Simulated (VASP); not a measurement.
```yaml
crystal:
  lattice:
    - [0.00000, 2.25585, 2.25585]
    - [2.25585, 0.00000, 2.25585]
    - [2.25585, 2.25585, 0.00000]
  atoms:
    - { symbol: Hf, position: [0.04433, 0.04433, 0.95567] }
    - { symbol: N, position: [0.50000, 0.50000, 0.50000] }
```

Method: r2SCAN meta-GGA, VASP's PBE PAW potentials (set 64) (plane waves; VASP 6.6.1). Run with 600 eV cut-off, 14×14×14 Γ-centred mesh, first-order Methfessel-Paxton smearing of 0.10 eV, potentials Hf_pv N.

Unless said otherwise, spin-orbit coupling is left out, though it shifts the bands of the heavy elements here.

Q: What does the run give for the energy per atom (σ→0), pressure, largest force, band gap (on the k-mesh) with the smallest direct gap where there is one?

A: 
| Quantity | Value |
|---|---|
| band gap (on the k-mesh) | none (metal, semimetal or under 0.01 eV) |
| energy per atom (σ→0) | -28.994 eV/atom |
| pressure | 5.69 GPa |
| largest force | 0.09770 Ry/bohr |

Only differences to runs with the same potentials and settings are physical.

The compound is HfN in the rock salt structure. This cell was strained or had an atom moved on purpose. The electron count is odd and the run is not spin-polarised, which forces a metal.
